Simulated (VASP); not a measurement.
LiDy3 in VASP: convergence with k mesh

Input of the first run (k mesh 2 × 2 × 2); the others differ in this setting and in those tied to it:

The input INCAR:

```
SYSTEM = LiDy3
PREC = Accurate
ENCUT = 520
EDIFF = 1E-7
ISMEAR = 1
SIGMA = 0.1
LREAL = .FALSE.
LASPH = .TRUE.
NELM = 120
ALGO = Normal
ISIF = 2
LWAVE = .FALSE.
LCHARG = .FALSE.
ISPIN = 2
MAGMOM = 5 5 5 0
LORBIT = 11
LMAXMIX = 6
GGA = PE
```

The input KPOINTS:

```
regular mesh
0
G
  2 2 2
  0 0 0
```

File POSCAR:

```
LiDy3
1.0
    4.8799300000      0.0000000000      0.0000000000
    0.0000000000      4.8799300000      0.0000000000
    0.0000000000      0.0000000000      4.8799300000
Dy Li
3 1
Direct
    0.5000000000      0.5000000000      0.0000000000
    0.5000000000      0.0000000000      0.5000000000
    0.0000000000      0.5000000000      0.5000000000
    0.0000000000      0.0000000000      0.0000000000
```

Potentials or basis: VASP PAW PBE potentials, release 64 (Dy, Li_sv).

Launch:

```sh
$ cat potpaw_PBE.64/Dy/POTCAR potpaw_PBE.64/Li_sv/POTCAR > POTCAR
$ mpirun -np 1 vasp_std > vasp.out
```

The cell comes from a database or a generator and needn't be the stable form of this composition.

Hardware: 1 thread of Intel(R) Xeon(R) Platinum 8488C (Sapphire Rapids) (shared host).

Task: The values tried are 2 × 2 × 2, 3 × 3 × 3, 4 × 4 × 4, 5 × 5 × 5, 6 × 6 × 6, 8 × 8 × 8, 9 × 9 × 9, loosest first. From which on does the largest site moment stay within 0.02 μB of the tightest run that finished?

Result: From 8 × 8 × 8 on.

```tsv
k mesh	energy less the tightest run, at zero smearing (meV/atom)	largest site moment (μB)	SCF cycles	CPU time (s)	peak memory (GiB)
2 × 2 × 2	-93.20	4.50	45	190	0.26
3 × 3 × 3	13.91	4.38	69	280	0.27
4 × 4 × 4	2.81	4.61	44	360	0.29
5 × 5 × 5	-0.33	4.52	56	380	0.3
6 × 6 × 6	-0.18	4.54	47	580	0.37
8 × 8 × 8	-0.49	4.51	43	940	0.43
9 × 9 × 9	0.00	4.51	47	1500	0.45
```

Against the tightest run, the energy stays within 1 meV/atom from 5 × 5 × 5 on. Meshes of other sizes hit other points, so gaps and Fermi surfaces needn't settle smoothly. The tightest run that finished is the yardstick and may itself not be fully converged.

Caveat, for the tightest run too: the magnetic or orbital state may not be the lowest; spin-orbit coupling is left out, which moves the levels of the heavy elements; without U or exact exchange the open f shell lies at the Fermi level, which spoils levels, moments and volumes. The state reached can hang on the start; a lower one may exist.
